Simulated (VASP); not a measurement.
Input:

```
CELL_PARAMETERS angstrom
      0.00000     2.21255     2.21255
      2.21255     0.00000     2.21255
      2.21255     2.21255     0.00000
ATOMIC_POSITIONS crystal
  Al 0.00000 0.00000 0.00000
  N  0.25000 0.25000 0.25000
```

All values below come from RPBE GGA, VASP's PBE PAW potentials (set 64) (plane waves; VASP). Numerical set-up: 520 eV cut-off, Gaussian smearing of 0.050 eV, potentials Al N.

Give the energies of bands 2 to 5 at the high-symmetry points, in eV from the valence-band maximum.

| band | Γ | X | U | L | W |
|---|---|---|---|---|---|
| 2 | 0.00 | -4.75 | -4.14 | -5.66 | -3.70 |
| 3 | 0.00 | -1.72 | -3.49 | -0.47 | -3.29 |
| 4 | 0.00 | -1.72 | -1.33 | -0.47 | -2.59 |
| 5 | 3.89 | 3.34 | 5.13 | 7.12 | 5.99 |

The gap is indirect, 3.34 eV, from the valence maximum at Γ to the conduction minimum at X.

Measured: gap 5.34 eV (computed value off by -2.00 eV), as given by Daiki Deguchi et al., Japanese Journal of Applied Physics (2016), arXiv:1512.06930.

The compound is AlN in the zinc blende structure, a metastable form; wurtzite is the usual one. It was relaxed first.
